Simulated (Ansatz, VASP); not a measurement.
# Cross-check of NiTe2 between VASP and Ansatz

Wanted: the spread between two codes on one cell, functional and k mesh. The structure shown is the start of the Ansatz relaxation below; VASP solves that cell, so the two are compared at the walk's first step.

Calculated with Ansatz 0.2.0; plane waves, with VASP 6.6.1 beside it; single point at PBEsol.

### Step 1. Set-up

The cell holds 3 atoms: 1 Ni and 2 Te. Cell: a = 3.680 Å, b = 3.680 Å, c = 30.424 Å, α = 90.0°, β = 90.0°, γ = 120.0°. It derives from NiTe2. Vacuum lies along c. The height across the vacuum is the one that the program set for its solve, not the one typed.

### Step 2. Ansatz: relaxation, PBEsol

Ansatz runs on its PAW soft_1 files.

The two programs are compared at the cell with which this relaxation starts, whose forces are those of its first step.

Input file input.yaml:

```yaml
crystal:
  lattice:
    - [3.68, 0.0, 0.0]
    - [-1.84, 3.18697, 0.0]
    - [0.0, 0.0, 20.0]
  atoms:
    - { symbol: Ni, position: [0.0, 0.0, 0.5] }
    - { symbol: Te, position: [0.333333, 0.666667, 0.5828] }
    - { symbol: Te, position: [0.666667, 0.333333, 0.4172] }
  periodic: [true, true, false]
kpoints:
  mp_grid: { grid: [6, 6, 1] }
hamiltonian:
  xc: pbesol
  pseudopotentials: { kind: paw, azcp: { folder: soft_1 }, xc_functional: pbe }
scf:
  occupations: { method: gaussian, width: 0.1 }
output:
  forces: true
  stress: true
  eigenvalues: true
relax:
  adjacent_minimum: "off"
  f_tol: 0.05
  max_steps: 80
  cell: { stress_2d_tol: 0.02 }
```

Run with:

```sh
ansatz run input.yaml --threads 8 --pin off --max-ram 16384MiB --backend cpu --events-out ev --progress --plain --runs-dir out
```

Numbers of over 12 decimals in the logs are rounded to 6 here.

The program printed:

```text
Warning: crystal.periodic: the lattice vector that does not repeat stood 0.000° off the slab's normal, 20.000 Å along it as the deck builds it. The run solves the slab on a vector along the normal, 30.424 Å long, with every atom where it was (on the deck's vector they left 16.69 Å outside them, and the widest stretch free of ions among them is 1.66 Å). A fractional position that the run reports is one of the run's ce [...]
Warning: the atoms were moved onto the symmetric positions of the space group found under crystal.symmetry.tolerance 1.0e-5 (fractional; no operation is sought that the atoms, as they stand in a round, miss by more than twice it, and no atom is moved by as much as it), and the run uses the moved positions. Before a round's move an operation carried an atom to 3.68e-6 Å from where it should land, the largest such dist [...]
[...]
relax step   6: F+E_penalty+E_count = -19608.49172389 eV  Δ(F+E_penalty+E_count) = -6.919e-4 eV  max|allowed force component| = 1.179e-4 eV/Å  Δτ_max = 0.0081 Å  P = -0.040 N/m  Ω = 341.616 Å³  energy of the carried Pulay correction = +7.938e-4 eV  fix = [c, alpha, beta]  reactions: c -0.000 N/m  (14 SCF iters, accepted)
[...]
relax step   7: F+E_penalty+E_count = -19608.49175453 eV  Δ(F+E_penalty+E_count) = -3.064e-5 eV  max|allowed force component| = 4.778e-4 eV/Å  Δτ_max = 0.0009 Å  P = -0.001 N/m  Ω = 341.291 Å³  energy of the carried Pulay correction = +8.111e-4 eV  fix = [c, alpha, beta]  reactions: c -0.000 N/m  (9 SCF iters, dr2 threshold 2.27e-9 eV, accepted)
[...]
relax step   8: F+E_penalty+E_count = -19608.49083593 eV  Δ(F+E_penalty+E_count) = +9.186e-4 eV  max|allowed force component| = 3.345e-4 eV/Å  Δτ_max = 0.0000 Å  P = +0.002 N/m  Ω = 341.291 Å³  fix = [c, alpha, beta]  reactions: c +0.000 N/m  stress off target by 2.44e-3 N/m on what of the cell is left free  SCF on the basis re-selected at this cell (its energy is not comparable with the rows above)  (10 SCF iters)
basis re-selected at this cell: Δ(F+E_penalty+E_count) = +9.186e-4 eV, ΔP = +0.003 N/m vs the last step (what re-selecting the basis moved, of the pressure what is left beyond the Pulay correction that the steps carried, after the strain that the cell walked since its last selection, with what the two solves' SCF thresholds leave and, on support functions, any second-order correction that the steps lacked; it is no m [...]
SCF converged after 10 iterations
Free energy (F): -19608.490836 eV
Harris-Foulkes:  -19608.490836 eV  (|F-HF|=2.18e-10)
Internal energy: -19608.468456 eV  (E = F + TS)
E sigma→0 (E₀):  -19608.479646 eV
Entropy (-TS):   -0.022380 eV (-7.460 meV/atom)
Fermi energy:    -4.487918 eV
--- Per-component energies (eV) ---
  E_band       = -1661.778387
  E_kinetic    = 687.963586
  E_local      = -130614.810751  (includes V_loc(G=0)·N_el)
  E_nonlocal   = 20.721741
  E_hartree    = 64991.808278
  E_xc         = -356.037432
  E_vxc        = -350.223282  (∫ρ·V_xc dr)
  E_paw        = -10809.046375  (= ΣΔE_a)
  E_vpaw       = -1389.047462  (= ΣTr[D̂ρ^β])
  E_aug_tail   = 0.001096  (compensation charges beyond the density's cutoff)
  E_ewald      = 56469.984489
  E_core_change = 0.946912  (= ΣΔE_core)
  E_smearing   = -0.022380  (= −TS)
  E_closure    = 0.000000  (closes the sum)
  Σ components = -19608.490836   (vs F -19608.490836, Δ=0.00e0)
--- Forces (eV/Å), atoms counted from 1 ---
  atom   1  Ni     0.00000000     0.00000000     0.00000000
  atom   2  Te    -0.00000000     0.00000000    -0.00033446
  atom   3  Te    -0.00000000    -0.00000000     0.00033446
  max |Σ_I F_I| component: 9.25e-18 eV/Å
--- 2D stress c σ (N/m, compression-positive) ---
        0.002442      -0.000000       0.000000
       -0.000000       0.002442      -0.000000
        0.000000      -0.000000       0.000000
  P = ½ c Tr σ = 0.0024 N/m
--- Band table (eV; the first three rows and the last of 7) ---
  k-point 0: bands = ["-108.0336", "-68.6237", "-68.5704", "-68.5704", "-41.7369", "-41.7369", "-41.7368", "-41.7368", "-41.6885", "-41.6885", "-41.6800", "-41.6800", "-41.6723", "-41.6699", "-18.2261", "-16.5552", "-9.9044", "-8.0617", "-8.0617", "-7.0073", "-7.0073", "-6.5480", "-5.9513", "-3.5414", "-3.5414", "-2.4207", "-2.4207", "-0.7174 (-0.7186°)", "-0.3214", "0.5291"]
  k-point 1: bands = ["-108.0335", "-68.6236", "-68.5709", "-68.5705", "-41.7372", "-41.7366", "-41.7330", "-41.7329", "-41.6893", "-41.6888", "-41.6825", "-41.6803", "-41.6697", "-41.6676", "-17.8574", "-16.3015", "-9.5549", "-8.5289", "-8.0077", "-7.3515", "-7.0843", "-6.6967", "-5.5382", "-5.2563", "-4.2729", "-4.0285", "-2.6664", "-0.2693 (-0.2706°)", "0.0356", "0.7407"]
  k-point 2: bands = ["-108.0335", "-68.6236", "-68.5717", "-68.5708", "-41.7382", "-41.7361", "-41.7252", "-41.7249", "-41.6917", "-41.6893", "-41.6862", "-41.6809", "-41.6646", "-41.6629", "-16.8599", "-15.7380", "-9.8270", "-9.1046", "-8.4650", "-7.9845", "-7.0341", "-6.9181", "-6.5780", "-6.0492", "-5.4802", "-4.0982", "-3.0113", "-0.8677", "0.3957", "0.9182"]
  k-point 6: bands = ["-108.0335", "-68.6235", "-68.5717", "-68.5717", "-41.7295", "-41.7277", "-41.7277", "-41.7270", "-41.6938", "-41.6888", "-41.6888", "-41.6820", "-41.6607", "-41.6607", "-15.4881", "-15.4881", "-10.1685", "-9.4909", "-9.4909", "-8.1561", "-7.6087", "-7.6087", "-6.7760", "-6.2283", "-6.2283", "-4.4161", "-4.4161", "-0.5181", "1.5944", "1.5944"]
  ° read free of the cell's end (the report's vacuum.weakly_bound_levels)
--- Relaxed structure (7 steps of the walk, 6 accepted, 1 SCFs on fresh bases) ---
  F+E_penalty+E_count = -19608.49083593 eV   max|allowed force component| = 3.345e-4 eV/Å   (the final SCF, on the basis selected at the relaxed cell)
  cell:  # Å, volume = 341.2906 Å³
    - [3.599057, 0.0, 0]
    - [-1.799528, 3.116875, 0]
    - [0, 0, 30.424]
  atoms:
    - { symbol: Ni, position: [0, 0, 0.328688] }
    - { symbol: Te, position: [0.333333, 0.666667, 0.376750] }
    - { symbol: Te, position: [0.666667, 0.333333, 0.280626] }
```

Reading the cycles: dr2 is the Hartree energy of the density residual (eV), the measure of convergence; HF is the Harris–Foulkes estimate of the energy, which meets the free energy F at convergence.

### Step 3. VASP: single point, PBEsol, start cell, pair 1

The same cell, functional, mesh and smearing now go to VASP, with its own data sets.

Lines of VASP's logs that name or quote its potential files are left out, and so is its time.

Input file INCAR:

```
SYSTEM = NiTe2
PREC = Accurate
ENCUT = 520
EDIFF = 1E-06
NELM = 120
ISMEAR = 0
SIGMA = 0.1
LREAL = .FALSE.
ALGO = Normal
GGA = PS
NBANDS = 17
LASPH = .TRUE.
LORBIT = 11
LWAVE = .FALSE.
LCHARG = .FALSE.
ISIF = 2
LDIPOL = .TRUE.
IDIPOL = 3
DIPOL = 0.5 0.5 0.329
LVHAR = .TRUE.
GGA_COMPAT = .FALSE.
NELMDL = -8
KPAR = 2
```

Input file POSCAR:

```
NiTe2
1.0
    3.6799980000      0.0000000000      0.0000000000
   -1.8399990000      3.1869720000      0.0000000000
    0.0000000000      0.0000000000     30.4240000000
Ni Te
1 2
Direct
    0.0000000000      0.0000000000      0.3286878780
    0.3333333333      0.6666666667      0.3831185906
    0.6666666667      0.3333333333      0.2742571654
```

Input file KPOINTS:

```
Automatic mesh
0
Gamma
6 6 1
0 0 0
```

PAW data sets: Ni and Te (PBE family, release 64).

Run with:

```sh
mpirun -np 2 vasp_std
```

The program printed:

```text
[banner, memory and clock lines left out]
running    2 mpi-ranks, on    1 nodes
 distrk:  each k-point on    1 cores,    2 groups
 distr:  one band on    1 cores,    1 groups

 POSCAR found type information on POSCAR NiTe
 POSCAR found :  2 types and       3 ions
|                                                                             |
|               ----> ADVICE to this user running VASP <----                  |
|                                                                             |
|     You enforced a specific xc type in the INCAR file but a different       |
|     [... a line on the potential file left out ...]
|     I HOPE YOU KNOW WHAT YOU ARE DOING!                                     |
|                                                                             |

 LDA part: xc-table for (Slater+PW92), standard interpolation
 POSCAR, INCAR and KPOINTS ok, starting setup
 FFT: planning ... GRIDC
 FFT: planning ... GRID_SOFT
 FFT: planning ... GRID
 WAVECAR not read
 entering main loop
       N       E                     dE             d eps       ncg     rms          rms(c)
DAV:   1     0.127401568171E+03    0.12740E+03   -0.65352E+03   238   0.895E+02
DAV:   2    -0.205054802755E+01   -0.12945E+03   -0.12527E+03   305   0.199E+02
DAV:   3    -0.140001931114E+02   -0.11950E+02   -0.11779E+02   275   0.618E+01
DAV:   4    -0.144908757258E+02   -0.49068E+00   -0.49013E+00   368   0.138E+01
DAV:   5    -0.144966024321E+02   -0.57267E-02   -0.57266E-02   353   0.141E+00
DAV:   6    -0.144967563964E+02   -0.15396E-03   -0.15396E-03   377   0.150E-01
DAV:   7    -0.144967610730E+02   -0.46767E-05   -0.46765E-05   362   0.251E-02
DAV:   8    -0.144967612144E+02   -0.14140E-06   -0.14129E-06   305   0.345E-03    0.148E+01
DAV:   9    -0.219418915305E+02   -0.74451E+01   -0.47916E+01   253   0.139E+02    0.275E+01
DAV:  10    -0.146243210429E+02    0.73176E+01   -0.10069E+01   291   0.593E+01    0.109E+01
DAV:  11    -0.133294446885E+02    0.12949E+01   -0.75573E+00   323   0.608E+01    0.634E+00
DAV:  12    -0.130780128784E+02    0.25143E+00   -0.14921E+00   277   0.204E+01    0.206E+00
DAV:  13    -0.130820258547E+02   -0.40130E-02   -0.98716E-02   277   0.255E+00    0.158E+00
DAV:  14    -0.130744579691E+02    0.75679E-02   -0.10022E-02   304   0.192E+00    0.864E-01
[...]
DAV:  20    -0.130723505068E+02   -0.43743E-04   -0.52747E-06   278   0.251E-02    0.215E-02
DAV:  21    -0.130723942572E+02   -0.43750E-04   -0.79801E-06   275   0.391E-02    0.647E-03
DAV:  22    -0.130724169769E+02   -0.22720E-04   -0.15215E-06   223   0.955E-03    0.274E-03
DAV:  23    -0.130724316372E+02   -0.14660E-04   -0.67697E-07   211   0.740E-03    0.291E-03
DAV:  24    -0.130724413441E+02   -0.97070E-05   -0.45297E-07   212   0.665E-03    0.150E-03
DAV:  25    -0.130724435402E+02   -0.21961E-05   -0.40551E-08   261   0.120E-03    0.118E-03
DAV:  26    -0.130724460828E+02   -0.25425E-05   -0.76866E-08   227   0.383E-03    0.543E-04
DAV:  27    -0.130724469257E+02   -0.84291E-06   -0.10925E-08   212   0.113E-03
   1 F= -.13072447E+02 E0= -.13062524E+02  d E =-.198454E-01
```

Parts of OUTCAR (step 3):

```text
ion  position               nearest neighbor table
   1  0.000  0.000  0.329-   3 2.69   2 2.69   3 2.69   2 2.69   3 2.69   2 2.69
   2  0.333  0.667  0.383-   1 2.69   1 2.69   1 2.69
   3  0.667  0.333  0.274-   1 2.69   1 2.69   1 2.69

  LATTYP: Found a hexagonal cell.
 ALAT       =     3.6799980000
 C/A-ratio  =     8.2673957975

 Subroutine GETGRP returns: Found 12 space group operations
 (whereof  6 operations were pure point group operations)

The static configuration has the point symmetry C_3v.
 The point group associated with its full space group is D_3d.

 Found      7 irreducible k-points:

   k-points           NKPTS =      7   k-points in BZ     NKDIM =      7   number of bands    NBANDS=     17

   dimension x,y,z NGX =    28 NGY =   28 NGZ =  240
   dimension x,y,z NGXF=    56 NGYF=   56 NGZF=  480

   ENCUT  =  520.0 eV  38.22 Ry    6.18 a.u.   6.84  6.84 56.57*2*pi/ulx,y,z

   NELECT =      22.0000    total number of electrons

 k-points in reciprocal lattice and weights: Automatic mesh
   0.00000000  0.00000000  0.00000000       0.028
   0.16666667  0.00000000  0.00000000       0.167
   0.33333333  0.00000000  0.00000000       0.167
   0.50000000 -0.00000000  0.00000000       0.083
   0.16666667  0.16666667  0.00000000       0.167
   0.33333333  0.16666667  0.00000000       0.333
   0.33333333  0.33333333  0.00000000       0.056

 dipolmoment           0.000000      0.000000      0.000007 electrons x Angstroem

 average (electrostatic) potential at core
       1 -93.5235       2 -96.7298       3 -96.7298

 E-fermi :  -2.3069

 k-point     1 :       0.0000    0.0000    0.0000
  band No.  band energies     occupation
    ...
      5      -4.8756      2.00000
      6      -4.1133      2.00000
      7      -4.1133      2.00000
      8      -3.9872      2.00000
      9      -3.8956      2.00000
     10      -1.1454      0.00000
     11      -1.1454      0.00000
     12      -0.3498      0.00000
     13      -0.3498      0.00000
     14       1.5092      0.00000
    ...

 k-point     2 :       0.1667    0.0000    0.0000
  band No.  band energies     occupation
    ...
      6      -4.4563      2.00000
      7      -4.1460      2.00000
      8      -4.0658      2.00000
      9      -3.4651      2.00000
     10      -2.7228      2.00000
     11      -1.8741      0.00000
     12      -1.7071      0.00000
     13      -0.6417      0.00000
     14       1.9999      0.00000
     15       2.4081      0.00000
    ...

 k-point     3 :       0.3333    0.0000    0.0000
  band No.  band energies     occupation
    ...
      7      -4.1748      2.00000
      8      -4.1613      2.00000
      9      -4.0450      2.00000
     10      -3.4654      2.00000
     11      -2.6881      2.00000
     12      -2.0439      0.00020
     13      -1.0243      0.00000
     14       1.3912      0.00000
     15       2.8022      0.00000
     16       3.1497      0.00000
    ...

  Total       -3.9066350     -3.9066356     -5.1537624      0.0000000      0.0000000     -0.0000000
  in kB      -17.5416838    -17.5416865    -23.1415707      0.0000000      0.0000000     -0.0000000
  external PRESSURE =     -19.4083137 kB  Pullay stress =       0.0000000 kB

  energy-cutoff  :      520.00
  volume of cell :      356.81
      direct lattice vectors                 reciprocal lattice vectors
     3.679998000  0.000000000  0.000000000     0.271739278  0.156888733  0.000000000
    -1.839999000  3.186972000  0.000000000     0.000000000  0.313777467  0.000000000
     0.000000000  0.000000000 30.424000000     0.000000000  0.000000000  0.032868788

 POSITION                                       TOTAL-FORCE (eV/Angst)
 -----------------------------------------------------------------------------------
      0.00000      0.00000     10.00000         0.000000     -0.000000      0.000000
     -0.00000      2.12465     11.65600         0.000000     -0.000000     -1.555005
      1.84000      1.06232      8.34400         0.000000      0.000000      1.555005
 -----------------------------------------------------------------------------------
    total drift:                                0.000000      0.000000      0.000176

  FREE ENERGIE OF THE ION-ELECTRON SYSTEM (eV)
  ---------------------------------------------------
  free  energy   TOTEN  =       -13.0724469257 eV

  energy  without entropy=      -13.0526015140  energy(sigma->0) =      -13.06252422

 vacuum level on the upper side and lower side of the slab         2.391         2.391

 total charge
# of ion       s       p       d       tot
------------------------------------------
    1        0.392   0.390   8.324   9.106
    2        1.400   1.837   0.036   3.274
    3        1.400   1.837   0.036   3.274
--------------------------------------------------
tot          3.193   4.064   8.396  15.653

[... 3 further parts left out ...]
```

This run has no spin polarisation, so a moment on Ni, if there is one, isn't seen. The PAW data sets were made with PBE, which is usual practice but a small mismatch for other functionals.

### Step 4. Comparison

Known differences besides the potentials themselves: Ansatz cuts the interaction across the vacuum, VASP repeats the sheet with a dipole correction; the data sets hold 50 valence electrons in Ansatz (on its PAW soft_1 files) and 22 in VASP; Ansatz makes its cores anew for this functional, VASP keeps those of its PBE data sets; Ansatz takes its cutoff from its data sets, VASP runs at 520 eV. Total energies have different zeros and are not compared.

Forces (eV/Å; atoms numbered as in POSCAR):

```csv
atom,"Ansatz x, y, z","VASP x, y, z"
Ni1,"0.000, 0.000, 0.000","0.000, 0.000, 0.000"
Te2,"0.000, 0.000, -1.573","0.000, 0.000, -1.555"
Te3,"0.000, 0.000, 1.573","0.000, 0.000, 1.555"
```

The forces differ by 8.5 meV/Å r.m.s., which is 1.2 % of the r.m.s. force of 0.733 eV/Å (both taken over all components). With vacuum in the cell, a pressure given here is an average over mostly empty space and none of the material.

### Step 5. Ansatz: relaxation, PBEsol

The two programs are compared at the cell with which this relaxation starts, whose forces are those of its first step.

The structure compared here is the start of the Ansatz relaxation; VASP solves that cell, so the two are compared at the walk's first step.

Input file input.yaml:

```yaml
crystal:
  lattice:
    - [3.5990567079, 0.0, 0.0]
    - [-1.7995283539, 3.1168745387, 0.0]
    - [0.0, 0.0, 30.424]
  atoms:
    - { symbol: Ni, position: [0.0, 0.0, 0.328687878] }
    - { symbol: Te, position: [0.3333333333, 0.6666666667, 0.3767498852] }
    - { symbol: Te, position: [0.6666666667, 0.3333333333, 0.2806258708] }
  periodic: [true, true, false]
kpoints:
  mp_grid: { grid: [15, 15, 1] }
hamiltonian:
  xc: pbesol
  pseudopotentials: { kind: paw, azcp: { folder: soft_1 }, xc_functional: pbe }
scf:
  occupations: { method: gaussian, width: 0.1 }
output:
  forces: true
  stress: true
  eigenvalues: true
  write_density: true
  write_potential: true
  elf: true
  volumetric_format: npy
relax:
  adjacent_minimum: "off"
  f_tol: 0.005
  max_steps: 80
  cell: { stress_2d_tol: 0.02 }
```

Run with:

```sh
ansatz run input.yaml --threads 8 --pin off --max-ram 16384MiB --backend cpu --events-out ev --progress --plain --runs-dir out
```

The program printed:

```text
[...]
Crystal: 3 atoms, lattice volume = 341.291 Å³
Basis set: ecut = 420 eV, 6545 PW (Γ), exchange–correlation on 50×50×432 points (8 copies of the dense FFT grid, shifted against one another)
Bands: 30, of which v1, the nominal top of the filled ones, is band 25 counted from 1 (24 counted from 0)
Symmetry: 12 space group operations
[...]
k-points: 27 of 225
[...]
° read free of the cell's end (the report's vacuum.weakly_bound_levels)
--- Relaxed structure (6 steps of the walk, 5 accepted, 1 SCFs on fresh bases) ---
[...]
cell:  # Å, volume = 356.3059 Å³
    - [3.677376, -2.949571744454564e-11, 0]
    - [-1.838688, 3.184701, 0]
    - [0, 0, 30.424]
  atoms:
    - { symbol: Ni, position: [0, 0, 0.328688] }
    - { symbol: Te, position: [0.333333, 0.666667, 0.374216] }
    - { symbol: Te, position: [0.666667, 0.333333, 0.283160] }
[key lines of the parts left out:]
SCF converged after 9 iterations
Free energy (F): -19608.586174 eV
Fermi energy:    -4.532218 eV
P = ½ c Tr σ = 0.0055 N/m
```

[end of part 1 of 2]

[Lines on the potential files, build, host, timing and source positions are cut from VASP's logs without a mark.]

[Logs are printed without paths, hosts, clocks, repeated set-up lines and the standing remarks that a program may print on its own settings, such as how far it seeks lower states.]

[Hosts, paths, dates, database ids (printed as entryN), source tags and the programs' standing remarks are cut or masked in the printed files.]
